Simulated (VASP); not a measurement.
All values below come from vdW-DF-cx, VASP's PBE PAW potentials (set 64) (plane waves; VASP).

Input for VASP

### INCAR
```
SYSTEM = NiSi2
PREC = Accurate
ENCUT = 520
EDIFF = 1E-7
NELM = 100
ALGO = Normal
LREAL = .FALSE.
LASPH = .TRUE.
ISMEAR = -5
GGA = CX
LUSE_VDW = .TRUE.
AGGAC = 0.0
LMAXMIX = 4
LWAVE = .FALSE.
LCHARG = .TRUE.
LORBIT = 11
NEDOS = 601
ISIF = 2
LEFG = .TRUE.
```

**POSCAR**
```
NiSi2
2.7096860
  0.0000000000   0.9999999887   0.9999999887
  0.9999999887   0.0000000000   0.9999999887
  0.9999999887   0.9999999887   0.0000000000
Si Ni
2 1
direct
  0.2500000000   0.2500000000   0.2500000000
  0.7500000000   0.7500000000   0.7500000000
  0.0000000000   0.0000000000   0.0000000000
```

**KPOINTS**
```
K-points
0
gamma
  11 11 11
```

POTCAR, in this order: Si Ni (PBE.64 set). Program: vasp_std.

Output

### OSZICAR
```
       N       E                     dE             d eps       ncg     rms          rms(c)
DAV:   1     0.750424699887E+02    0.75042E+02   -0.79612E+03  1464   0.140E+03
DAV:   2    -0.105930814573E+02   -0.85636E+02   -0.80687E+02  1511   0.253E+02
DAV:   3    -0.148054166518E+02   -0.42123E+01   -0.41073E+01  1880   0.622E+01
DAV:   4    -0.148861237598E+02   -0.80707E-01   -0.80630E-01  1722   0.818E+00
DAV:   5    -0.148883227800E+02   -0.21990E-02   -0.21868E-02  1906   0.143E+00    0.163E+01
DAV:   6    -0.193916045676E+02   -0.45033E+01   -0.52290E+01  1617   0.180E+02    0.242E+01
DAV:   7    -0.130358228543E+02    0.63558E+01   -0.15394E+01  1751   0.113E+02    0.398E+00
DAV:   8    -0.129793900410E+02    0.56433E-01   -0.21440E+00  2168   0.245E+01    0.272E+00
DAV:   9    -0.129348779390E+02    0.44512E-01   -0.29689E-01  1783   0.114E+01    0.606E-01
DAV:  10    -0.129323802140E+02    0.24977E-02   -0.12637E-02  1950   0.251E+00    0.237E-01
DAV:  11    -0.129324580785E+02   -0.77864E-04   -0.10493E-03  1804   0.275E-01    0.550E-02
DAV:  12    -0.129325266738E+02   -0.68595E-04   -0.87730E-05  2161   0.196E-01    0.236E-02
DAV:  13    -0.129324990525E+02    0.27621E-04   -0.17779E-05  2008   0.101E-01    0.768E-03
DAV:  14    -0.129324923917E+02    0.66608E-05   -0.31284E-06  2319   0.299E-02    0.393E-03
DAV:  15    -0.129324956253E+02   -0.32336E-05   -0.63586E-07  1839   0.182E-02    0.404E-04
DAV:  16    -0.129324957967E+02   -0.17140E-06   -0.30322E-08   998   0.142E-03    0.238E-04
DAV:  17    -0.129324958385E+02   -0.41766E-07   -0.19589E-09   943   0.443E-04
   1 F= -.12932496E+02 E0= -.12932496E+02  d E =0.000000E+00
```

**OUTCAR**
```
------------------------ aborting loop because EDIFF is reached ----------------------------------------
  FORCE on cell =-STRESS in cart. coord.  units (eV):
  Direction    XX          YY          ZZ          XY          YZ          ZX
  --------------------------------------------------------------------------------------
  Total       -0.2367380     -0.2367380     -0.2367380     -0.0000000      0.0000000     -0.0000000
  in kB       -9.5321681     -9.5321681     -9.5321681     -0.0000000      0.0000000     -0.0000000
  external PRESSURE =      -9.5321681 kB  Pullay stress =       0.0000000 kB
  volume of cell :       39.79
      direct lattice vectors                 reciprocal lattice vectors
     0.000000000  2.709685969  2.709685969    -0.184523227  0.184523227  0.184523227
     2.709685969  0.000000000  2.709685969     0.184523227 -0.184523227  0.184523227
     2.709685969  2.709685969  0.000000000     0.184523227  0.184523227 -0.184523227
 POSITION                                       TOTAL-FORCE (eV/Angst)
 -----------------------------------------------------------------------------------
      1.35484      1.35484      1.35484         0.000000     -0.000000      0.000000
      4.06453      4.06453      4.06453        -0.000000      0.000000     -0.000000
      0.00000      0.00000      0.00000        -0.000000     -0.000000     -0.000000
 -----------------------------------------------------------------------------------
    total drift:                                0.000000     -0.000000     -0.000000
  FREE ENERGIE OF THE ION-ELECTRON SYSTEM (eV)
  ---------------------------------------------------
  free  energy   TOTEN  =       -12.9324958385 eV

  energy  without entropy=      -12.9324958385  energy(sigma->0) =      -12.93249584

 total charge

# of ion       s       p       d       tot
------------------------------------------
    1        0.739   0.842   0.000   1.581
    2        0.739   0.842   0.000   1.581
    3        0.558   0.797   8.454   9.809
--------------------------------------------------
tot          2.037   2.480   8.454  12.971

 Electric field gradients after diagonalization (V/A^2)
 (convention: |V_zz| > |V_xx| > |V_yy|)
----------------------------------------------------------------------
 ion       V_xx      V_yy      V_zz     asymmetry (V_yy - V_xx)/ V_zz
----------------------------------------------------------------------
   1      -0.000    -0.000     0.000       0.000
   2      -0.000    -0.000     0.000       0.000
   3       0.002     0.002    -0.003       0.000
```
(Selected blocks of OUTCAR.)

For a metal the tetrahedron method with Blöchl corrections gives inexact stress and forces.

The compound is NiSi2 in the fluorite structure. It was relaxed first. The run is not spin-polarised, so no magnetic state was tried.
